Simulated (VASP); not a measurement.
Input of a VASP 6.6.1 run:

The input INCAR:

```
SYSTEM = LiS3
PREC = Accurate
ENCUT = 600
EDIFF = 1E-6
ISMEAR = 0
SIGMA = 0.05
LREAL = .False.
LASPH = .True.
NELM = 60
ALGO = Fast
ISIF = 3
LWAVE = .False.
LCHARG = .False.
GGA = PE
IBRION = 2
NSW = 60
EDIFFG = -0.01
```

KPOINTS

```
regular mesh
0
Gamma
  6 6 6
  0 0 0
```

POSCAR

```
LiS3
1.0
    4.4516000000      0.0000000000      0.0000000000
    0.0000000000      4.4516000000      0.0000000000
    0.0000000000      0.0000000000      4.8603300000
Li S
1 3
Direct
    0.0000000000      0.0000000000      0.8147500000
    0.0000000000      0.5000000000      0.1740600000
    0.5000000000      0.0000000000      0.1740600000
    0.0000000000      0.0000000000      0.3104500000
```

Potentials or basis: VASP PAW PBE potentials, release 64 (Li_sv, S).

Launch:

```bash
$ cat potpaw_PBE.64/Li_sv/POTCAR potpaw_PBE.64/S/POTCAR > POTCAR
$ mpirun -np 1 vasp_std > vasp.out
```

Q: Estimate the band gap on the k mesh.

A: None (metal or under the smearing width).

Q: What does it give for the relaxed cell?

A: a = 4.426 Å, b = 4.426 Å, c = 4.883 Å, α = 90.00°, β = 90.00°, γ = 90.00°.

Q: Predict the relaxed volume.

A: 23.92 Å³/atom.

Final structure:
```xyz
4
Lattice="4.4262 0.0000 0.0000 0.0000 4.4262 0.0000 0.0000 0.0000 4.8834" Properties=species:S:1:pos:R:3 pbc="T T T"
Li    0.0000    4.4262    3.9866
S     0.0000    2.2131    0.8394
S     2.2131    0.0000    0.8394
S     0.0000    0.0000    1.5295
```

Caveat: the cutoff is under 1.25 times the usual one of these potentials, so pressure, stress and relaxed cells hold a basis-set (Pulay) error.
